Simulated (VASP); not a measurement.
Data:

```yaml
crystal:
  lattice:
    - [0.00000, 2.88965, 2.88965]
    - [2.88965, 0.00000, 2.88965]
    - [2.88965, 2.88965, 0.00000]
  atoms:
    - { symbol: Al, position: [0.25000, 0.25000, 0.25000] }
    - { symbol: Al, position: [0.75000, 0.75000, 0.75000] }
    - { symbol: Pt, position: [0.00000, 0.00000, 0.00000] }
```

The numbers are results of r2SCAN meta-GGA, VASP's PBE PAW potentials (set 64) (plane waves; VASP 6.6.1), not measurements. Run with 520 eV cut-off, 9×9×9 Γ-centred mesh, first-order Methfessel-Paxton smearing of 0.10 eV, potentials Al Pt.

Unless said otherwise, spin-orbit coupling is left out, though it shifts the bands of the heavy elements here.

### Question
Estimate the energy per atom (σ→0), pressure, band gap (on the k-mesh) with the smallest direct gap where there is one.

### Answer

| Quantity | Result |
|---|---|
| band gap (on the k-mesh) | none (metal, semimetal or under 0.01 eV) |
| energy per atom (σ→0) | -2181.4 kJ/mol-atom |
| pressure | 10.19 GPa |

Only differences to runs with the same potentials and settings are physical.

The compound is PtAl2 in the fluorite structure. This cell is one point of a volume scan, at 0.94 of the reference volume.
